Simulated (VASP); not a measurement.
Input:

```xyz
3
Lattice="0.0000 2.6988 2.6988 2.6988 0.0000 2.6988 2.6988 2.6988 0.0000" Properties=species:S:1:pos:R:3 pbc="T T T"
Ce     0.0000     0.0000     0.0000
O      1.3494     1.3494     1.3494
O      4.0482     4.0482     4.0482
```

These are PBEsol GGA, VASP's PBE PAW potentials (set 64) (plane waves; VASP 6.6.1) values and carry that method's errors. Run with PREC = Normal, EDIFF = 1E-5, 450 eV cut-off, 10×10×10 Γ-centred mesh, Gaussian smearing of 0.050 eV, potentials Ce O.

Question: Estimate the energy per atom (σ→0), band gap (on the k-mesh) with the smallest direct gap where there is one.

Answer: 
```json
{
  "band gap (on the k-mesh)": "none (metal, semimetal or under 0.01 eV)",
  "energy per atom (σ→0)": "-9.126 eV/atom"
}
```

The compound is CeO2 in the fluorite structure. It was relaxed first. The run is not spin-polarised, so no magnetic state was tried.
